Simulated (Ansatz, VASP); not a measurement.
# LuAs in two plane-wave programs, part 2 of 2

One calculation is typed for both programs; each brings its own data sets. How far apart do they land? The cell is taken from a series of runs on this material, whose earlier steps may have relaxed, scaled, displaced or heated it; both programs get it as it stands.

VASP 6.6.1 and Ansatz 0.2.0.

So far. Step 2 (VASP: zone-centre phonons, r2SCAN): The data set Lu_3 holds the 4f electrons frozen in the core, so no f bands or f moments appear. The last energy, forces, stress and levels in OUTCAR belong to the last displaced cell, not to the cell of POSCAR.

**3. Ansatz: zone-centre phonons, r2SCAN**

Level of this step: Ansatz beside VASP: Kohn-Sham DFT, plane waves, r2SCAN (Ansatz).

Ansatz runs on its default PAW (the set named soft_2) files.

The same cell, functional, mesh and smearing now go to Ansatz, which takes its cutoff from its data sets.

input.yaml

```yaml
crystal:
  lattice:
    - [0.0, 2.8384554193, 2.8384554193]
    - [2.8384554193, 0.0, 2.8384554193]
    - [2.8384554193, 2.8384554193, 0.0]
  atoms:
    - { symbol: Lu, position: [0.5, 0.5, 0.5] }
    - { symbol: As, position: [0.0, 0.0, 0.0] }
kpoints:
  mp_grid: { grid: [12, 12, 12] }
hamiltonian:
  xc: r2scan
scf:
  occupations: { method: methfessel_paxton, width: 0.15 }
output:
  eigenvalues: true
phonons:
  method: dfpt
```

The run is started by

```bash
> ansatz run input.yaml --threads 4 --pin off --max-ram 7168MiB --backend cpu --events-out ev --progress --plain --runs-dir out
```

Numbers of over 12 decimals in the logs are rounded to 6 here.

What it wrote:

```text
Engine: ansatz 0.2.0, aarch64-unknown-linux-gnu
Pseudopotentials: kind: paw
Pseudopotential: Lu, paw, valence charge 25, recommended cutoff 500 eV (meta_gga), Lu.paw.azcp
Pseudopotential: As, paw, valence charge 15, recommended cutoff 500 eV (meta_gga), As.paw.azcp
Functional definition: r2SCAN
  parameter k0 = 0.174
  parameter k1 = 0.065
  parameter a1 = 4.9479
  exchange = r2scan_x(k0 = k0, k1 = k1, a1 = a1)
  correlation = r2scan_c
Crystal: 2 atoms, lattice volume = 45.738 Å³
Basis set: ecut = 500 eV, 1211 PW (Γ), exchange–correlation on 150×150×150 points (125 copies of the dense FFT grid, shifted against one another)
Bands: 24, of which v1, the nominal top of the filled ones, is band 20 counted from 1 (19 counted from 0)
Symmetry: 48 space group operations
k-points: 163 of 1728 (irreducible under 8 space group operations, time reversal used)
Non-local potential: Lu, projectors of the file, l = 0: 3, l = 1: 2, l = 2: 2, l = 3: 3
Non-local potential: As, projectors of the file, l = 0: 2, l = 1: 2, l = 2: 3, l = 3: 1
PAW form: soft (Blöchl's): semilocal exchange-correlation on the pseudo side does not see the compensation charge
PAW frozen core: Lu, regenerated for the run's functional (the file was generated under x = pbe(κ = 0.804, μ = 0.219515), c = pbe(β = 0.066725))
PAW frozen core: As, regenerated for the run's functional (the file was generated under x = pbe(κ = 0.804, μ = 0.219515), c = pbe(β = 0.066725))
PAW one-centre angular grid: Lu, 974 points (default); XC on 160 Gauss nodes
PAW one-centre angular grid: As, 590 points (default); XC on 160 Gauss nodes
Initial density: superposition of atomic densities (neutral atoms: chi_scale 0, normalization atom), corrected by the library's trained network
Initial wavefunctions: pseudopotential atomic-orbital guess
Functional: x = r2scan, c = r2scan; τ floored in thin density (d = 2e-4 eV/Å³)
SCF iter   1: F=—  HF=-19611.687915 eV  |F-HF|=—  |Δ(HF+E_count)|=         —  Δρ=9.10e-3  dr2=3.97e-2  dr2_τ=1.76e-2  ethr=1.77e-3  ⟨swp⟩=5.2  Hψ=19145  notcnv=0
preconditioner: auto → Kerker (q_TF=auto, 2.668 Å⁻¹)  [metal: Δε(μ)=0.030 eV  Ē_g=13.880 eV  σ=0.150 eV  W_gap=0.17  n_scr=14 (ndim 8)  ℏωp=29.1 eV  f_vac=0.000  D(μ)=0.25/eV (n_scr^D=0)]
SCF iter   2: F=—  HF=-19611.700216 eV  |F-HF|=—  |Δ(HF+E_count)|=   1.23e-2  S|Δr|=    0.00e0  Δρ=6.88e-3  dr2=2.45e-2  dr2_τ=3.09e-3  ethr=9.93e-5  ⟨swp⟩=3.0  Hψ=12884  notcnv=0
SCF iter   3: F=—  HF=-19611.687671 eV  |F-HF|=—  |Δ(HF+E_count)|=   1.25e-2  S|Δr|=    0.00e0  Δρ=4.29e-3  dr2=1.20e-2  dr2_τ=2.41e-4  ethr=6.13e-5  ⟨swp⟩=2.0  Hψ=7142  notcnv=0
SCF iter   4: F=—  HF=-19611.686551 eV  |F-HF|=—  |Δ(HF+E_count)|=   1.12e-3  S|Δr|=    0.00e0  Δρ=1.07e-3  dr2=5.91e-4  dr2_τ=3.08e-5  ethr=3.01e-5  ⟨swp⟩=2.0  Hψ=5786  notcnv=0
SCF iter   5: F=—  HF=-19611.686279 eV  |F-HF|=—  |Δ(HF+E_count)|=   2.73e-4  S|Δr|=    0.00e0  Δρ=7.39e-4  dr2=9.60e-5  dr2_τ=1.02e-5  ethr=1.48e-6  ⟨swp⟩=2.0  Hψ=7018  notcnv=0
SCF iter   6: F=—  HF=-19611.686340 eV  |F-HF|=—  |Δ(HF+E_count)|=   6.16e-5  S|Δr|=    0.00e0  Δρ=3.28e-4  dr2=6.31e-5  dr2_τ=4.28e-6  ethr=2.40e-7  ⟨swp⟩=3.0  Hψ=8514  notcnv=0
SCF iter   7: F=—  HF=-19611.686323 eV  |F-HF|=—  |Δ(HF+E_count)|=   1.77e-5  S|Δr|=    0.00e0  Δρ=5.94e-5  dr2=1.71e-6  dr2_τ=5.19e-8  ethr=1.58e-7  ⟨swp⟩=2.0  Hψ=5708  notcnv=0
SCF iter   8: F=—  HF=-19611.686325 eV  |F-HF|=—  |Δ(HF+E_count)|=   1.99e-6  S|Δr|=    0.00e0  Δρ=3.23e-5  dr2=6.16e-7  dr2_τ=2.32e-8  ethr=4.26e-9  ⟨swp⟩=2.1  Hψ=7208  notcnv=0
SCF iter   9: F=—  HF=-19611.686325 eV  |F-HF|=—  |Δ(HF+E_count)|=   2.35e-7  S|Δr|=    0.00e0  Δρ=5.82e-6  dr2=2.20e-8  dr2_τ=6.97e-10  ethr=1.54e-9  ⟨swp⟩=2.2  Hψ=6733  notcnv=0
SCF iter  10: F=—  HF=-19611.686325 eV  |F-HF|=—  |Δ(HF+E_count)|=   6.73e-9  S|Δr|=    0.00e0  Δρ=1.43e-6  dr2=9.90e-10  dr2_τ=1.97e-10  ethr=5.50e-11  ⟨swp⟩=2.1  Hψ=7244  notcnv=0
SCF iter  11: F=—  HF=-19611.686325 eV  |F-HF|=—  |Δ(HF+E_count)|=  1.75e-10  S|Δr|=    0.00e0  Δρ=5.97e-7  dr2=1.37e-10  dr2_τ=1.72e-11  ethr=2.48e-12  ⟨swp⟩=2.9  Hψ=9447  notcnv=0
SCF iter  12: F=—  HF=-19611.686325 eV  |F-HF|=—  |Δ(HF+E_count)|=  6.55e-11  S|Δr|=    0.00e0  Δρ=1.17e-7  dr2=2.30e-12  dr2_τ=1.49e-12  ethr=1.00e-12  ⟨swp⟩=6.2  Hψ=26738  notcnv=0
SCF iter  13: F=-19611.686325 eV  HF=-19611.686325 eV  |F-HF|=1.46e-11  |Δ(HF+E_count)|=  7.28e-12  S|Δr|=    0.00e0  Δρ=4.02e-8  dr2=5.33e-13  dr2_τ=1.21e-13  ethr=1.00e-12  ⟨swp⟩=6.4  Hψ=20524  notcnv=0
SCF 1 converged in 13 iterations: F = -19611.686325 eV  dr2 = 5.33e-13
  greatest PAW one-centre occupation: 0.999 electrons in one spin orbital (limit 2), on the As atom at site 1 (counted from 0), in its partial waves of l = 2
DFPT response loops at Γ: preconditioner auto → Kerker (q_TF=auto, 2.668 Å⁻¹) (partly filled bands, converged f_vac=0.000); β = 1.00, the filter's whole step (`scf.mixing.beta` (0.50) is not read by the response loops under this deck's `scf.mixing.preconditioner`; to damp them name `kerker` or `kerker_dos`, under which they read `scf.mixing.beta`, and type it under 1.00, their step now; both keys bind the ground state too); Broyden in place of MSR1
SCF converged after 13 iterations
Stability not checked: this state was not tested for a lower state beside it, because cold or Methfessel-Paxton smearing, or corrected tetrahedra, fill the levels in a way that the test cannot read (fill_not_monotonic; see scf.lower_state_search)
Free energy (F): -19611.686325 eV
Harris-Foulkes:  -19611.686325 eV  (|F-HF|=1.46e-11)
Internal energy: -19611.685652 eV  (E = F + TS)
E sigma→0 (E₀):  -19611.686157 eV
Entropy (-TS):   -0.000673 eV (-0.337 meV/atom)
Fermi energy:    13.532394 eV
Step filling:    the computed levels leave a gap of 0.0125 eV = 0.1 smearing widths at the electron count; against every level under it full and every level over it empty, smearing changes F+E_penalty+E_count by -0.358 meV and its σ→0 estimate by -0.189 meV
--- Per-component energies (eV) ---
  E_band       = -203.049500
  E_kinetic    = 524.377984
  E_local      = -8215.732542  (includes V_loc(G=0)·N_el)
  E_nonlocal   = -100.942879
  E_hartree    = 3682.090248
  E_xc         = -290.773024
  E_vxc        = -378.860009  (∫ρ·V_xc dr)
  E_paw        = -9230.779728  (= ΣΔE_a)
  E_vpaw       = 583.802688  (= ΣTr[D̂ρ^β])
  E_aug_tail   = 0.000006  (compensation charges beyond the density's cutoff)
  E_vtau       = 20.124707  (kinetic-family band-sum trace: ∫τ·v_τ [+ j·A + Jᵃ·Aᵃ] dr)
  E_ewald      = -5979.145834
  E_core_change = -0.779885  (= ΣΔE_core)
  E_smearing   = -0.000673  (= −TS)
  E_closure    = -0.000000  (closes the sum)
  Σ components = -19611.686325   (vs F -19611.686325, Δ=0.00e0)
--- Band table (eV; the first three rows and the last of 163) ---
  k-point 0: bands = [... 16 lower, 8.5158, 13.9514, 13.9514, 13.9514, 15.1927, 15.1927, 15.1927, 16.0220]
  k-point 1: bands = [... 16 lower, 8.5159, 13.1361, 13.4898, 13.4898, 15.3731, 15.3731, 15.4798, 16.5593]
  k-point 2: bands = [... 16 lower, 8.5162, 11.8095, 12.7436, 12.7436, 15.7030, 15.7343, 15.7343, 17.6957]
  k-point 162: bands = [... 16 lower, 8.5160, 10.4919, 10.4919, 10.5866, 16.7514, 16.7514, 17.1416, 18.8843]
--- Phonons (Γ-DFPT): 2 representative perturbations + reference, on 163 of 1728 k-points (Σ response iterations 16) ---
  k mesh reduced under 8 symmetry operations, with k and −k counted as one. Each operation leaves every solved perturbation unchanged. A smaller set is not considered because the functional reads the kinetic-energy density
  ASR residual: 1.443e-4 → 0.000e0 eV/Å²; symmetrization residual: 6.128e-7 eV/Å²
  ASR residual per site (eV/Å²): 7.08e-5 1.44e-4
  Γ frequencies (cm⁻¹): 0.00 0.00 0.00 165.08 165.08 165.08
  non-analytic LO–TO correction: not included (Born effective charges unavailable; polar crystals: no LO–TO splitting at Γ)
```

In the SCF lines HF is the Harris–Foulkes energy and dr2 the Hartree energy of the density residual, in eV; the loop may stop once dr2 is under the threshold and the program's other checks hold. Hψ counts applications of the Hamiltonian.

**4. Side by side**

Known differences besides the potentials themselves: VASP keeps PBE cores, Ansatz makes them for the functional; the data sets hold 40 valence electrons in Ansatz (on its default PAW (the set named soft_2) files) and 14 in VASP; the cutoff is 500 eV in Ansatz and 550 eV in VASP; VASP uses finite displacements, Ansatz perturbation theory. Total energies have different zeros and are not compared.

Both answers:

| quantity | Ansatz | VASP | difference |
| --- | --- | --- | --- |
| optical mode 1 to 3 (cm⁻¹) | 165.1 | 162.6 | +1.51 % |

Modes are paired by rising frequency, not by their patterns, so a pair may set unlike modes beside each other; they are those without the splitting of longitudinal modes.

**5. Outcome**

```yaml
r_m_s_difference_of_the_optical_zone_centre_modes_each_program_s_sorted_by_frequency_zone_centre_phonons_r2scan: 2.4 cm⁻¹
difference_in_optical_mode_1_to_3_zone_centre_phonons_r2scan: +1.5 %
```

The r.m.s. difference of the optical zone-centre modes, each program's sorted by frequency is 2.4 cm⁻¹ (zone-centre phonons, r2SCAN). The data sets hold unlike numbers of valence electrons (40 in Ansatz and 14 in VASP), so part of the differences comes from the potentials. Among the rows given in per cent, the largest difference of the zone-centre phonons, r2SCAN pair is in optical mode 1 to 3, +1.5 %. Such differences can come from data sets, numerical settings and the points named under the comparisons, not from the functional's error against experiment.

[Lines on the potential files, build, host, timing and source positions are cut from VASP's logs without a mark.]

[Logs are printed without paths, hosts, clocks, repeated set-up lines and the standing remarks that a program may print on its own settings, such as how far it seeks lower states.]

[Hosts, paths, dates, database ids (printed as entryN), source tags and the programs' standing remarks are cut or masked in the printed files.]
